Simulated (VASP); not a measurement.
Here is the system:

```xyz
2
Lattice="2.5875 0.0000 0.0000 0.0000 2.5875 0.0000 0.0000 0.0000 2.5875" Properties=species:S:1:pos:R:3 pbc="T T T"
Ni     0.0000     0.0000     0.0000
O      1.2937     1.2937     1.2937
```
Starting moments (μB, in the order of the record's atoms Ni O): -1.5 -0.5.

All values below come from r2SCAN meta-GGA, VASP's PBE PAW potentials (set 64) (plane waves; VASP). Numerical set-up: 520 eV cut-off, 16×16×16 Γ-centred mesh, tetrahedra with Blöchl corrections, potentials Ni O.

Task: The job: NiO (relaxed from the CsCl structure, space group Pm-3m), 2 atoms, r2SCAN, static run, 520 eV, 16×16×16 Γ-centred mesh. Roughly how much core time does it take on a busy server core?

Result: About 10 core-minutes (one run on a shared machine, a rough figure). It had 165 irreducible k-points, 13 bands, up to 480 plane waves and 20 electronic steps.

The structure was generated: NiO was put into the CsCl type (Pm-3m), which need not be its known phase. It was relaxed first, which changed the volume by +17 %.
